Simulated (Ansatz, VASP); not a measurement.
# Si3F4: VASP beside Ansatz

```xyz
7
Lattice="5.3423 0.0000 0.0000 -2.6712 4.6266 0.0000 0.0000 0.0000 3.8322" Properties=species:S:1:pos:R:3 pbc="T T T"
Si    2.6712    0.0000    1.9161
Si   -1.3356    2.3133    1.9161
Si    1.3356    2.3133    1.9161
F     0.0000    0.0000    1.9161
F     2.6712    0.0000    0.0000
F    -1.3356    2.3133    0.0000
F     1.3356    2.3133    0.0000
```

Alike in both runs: functional PBE; k mesh 6 × 6 × 4; occupations gaussian, width 0.1 eV; no spin polarisation.

Ansatz relaxed the structure, and its values are those at the end. VASP's run is a single point on that final structure, the one shown.

|  | VASP | Ansatz |
| --- | --- | --- |
| version | VASP 6.6.1 | Ansatz 0.2.0 |
| potentials or method | VASP PAW PBE potentials, release 64 (Si, F) | scalar-relativistic, plane waves, PAW |
| plane-wave cutoff (eV) | 520 | 420 |
| valence electrons in the cell | 40 | 40 |

```tsv
	VASP	Ansatz	Ansatz less VASP
gap on the k mesh at the Fermi level (eV)	none	none	-
pressure (GPa)	-0.1	0.0	+0.11
```

A gap of «none» marks a metal or a gap that the smearing closes.

Caveats: the k mesh is coarse (spacing up to 0.41 Å⁻¹), so the values aren't converged.
